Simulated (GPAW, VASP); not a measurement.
A VASP calculation is set up with these files.

File KPOINTS:
```
Automatic mesh
0
Gamma
1 1 1
0 0 0
```

### INCAR
```
SYSTEM  =  N2
PREC  =  Accurate; ENCUT  =  400; LREAL  =  .FALSE.
LASPH  =  .TRUE.
EDIFF  =  1E-6; NELM  =  100; ALGO  =  Normal
ISMEAR  =  0; SIGMA  =  0.01
ISIF  =  2
LWAVE  =  .FALSE.; LCHARG  =  .FALSE.
```

### POSCAR
```
N2
1
    4.1672300000     0.0000000000     0.0000000000
   -2.0836150000     3.6089270000     0.0000000000
    0.0000000000     0.0000000000     7.0060000000
N
4
Direct
  0.3333330000   0.6666670000   0.3289300000
  0.6666670000   0.3333330000   0.6710700000
  0.6666670000   0.3333330000   0.8289300000
  0.3333330000   0.6666670000   0.1710700000
```

POTCAR, in this order: N (LDA.64 set). Program: vasp_std.

Q: Translate it to GPAW.

A: One input that does it (LDA (Perdew-Wang 92), GPAW PAW datasets LDA (gpaw-data 1.0.1)):
```
from ase import Atoms
from ase.units import GPa
from gpaw import GPAW, PW, FermiDirac

atoms = Atoms(['N', 'N', 'N', 'N'],
              cell=[[4.167230, 0.000000, 0.000000],
                    [-2.083615, 3.608927, 0.000000],
                    [0.000000, 0.000000, 7.006000]],
              scaled_positions=[[0.333333, 0.666667, 0.328930],
                                [0.666667, 0.333333, 0.671070],
                                [0.666667, 0.333333, 0.828930],
                                [0.333333, 0.666667, 0.171070]],
              pbc=True)

calc = GPAW(mode=PW(900),
            xc='LDA',
            kpts=(1, 1, 1),
            occupations=FermiDirac(0.0),
            nbands=-8,
            convergence={'bands': -6},
            symmetry={'symmorphic': False, 'tolerance': 0.0005},
            maxiter=100)

atoms.calc = calc

energy = atoms.get_potential_energy()
print('Energy (eV):', round(energy, 6))
forces = atoms.get_forces()
print('Forces (eV/Ang):')
print(forces.round(5))
stress = atoms.get_stress()
print('Stress (GPa, Voigt):', (stress / GPa).round(4))
```
Both inputs were run and reached self-consistency, which says nothing on mesh or cut-off. Potentials, basis and cut-offs are each code's own, so they don't translate, and total energies aren't comparable.

Fixed occupations appear in VASP as a very narrow Gaussian smearing.

VASP's LDA is the Perdew-Zunger fit; the other code's may be Perdew-Wang, which differs slightly.

The structure comes from a computed database's N2 entry (P6_3/mmc); how it stands against other phases isn't given here. The cell was not relaxed at this level, and it may have been scaled.
